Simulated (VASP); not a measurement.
Data:

```yaml
crystal:
  lattice:
    - [0.00000, 2.87006, 2.87006]
    - [2.87006, 0.00000, 2.87006]
    - [2.87006, 2.87006, 0.00000]
  atoms:
    - { symbol: Li, position: [0.25000, 0.25000, 0.25000] }
    - { symbol: Li, position: [0.75000, 0.75000, 0.75000] }
    - { symbol: S, position: [0.00000, 0.00000, 0.00000] }
```

Computed with optB88-vdW, VASP's PBE PAW potentials (set 64) (plane waves; VASP). Settings: 520 eV cut-off, 7×7×7 Γ-centred mesh, Gaussian smearing of 0.050 eV, potentials Li_sv S.

Question: Give the stress tensor in GPa (positive for a compressed cell).

Answer: 
```
-1.09   0.00   0.00
 0.00  -1.09   0.00
 0.00   0.00  -1.09
```
The pressure is its mean diagonal, -1.09 GPa.

The compound is Li2S in the antifluorite structure. This cell is one point of a volume scan, at 1.03 of the reference volume.
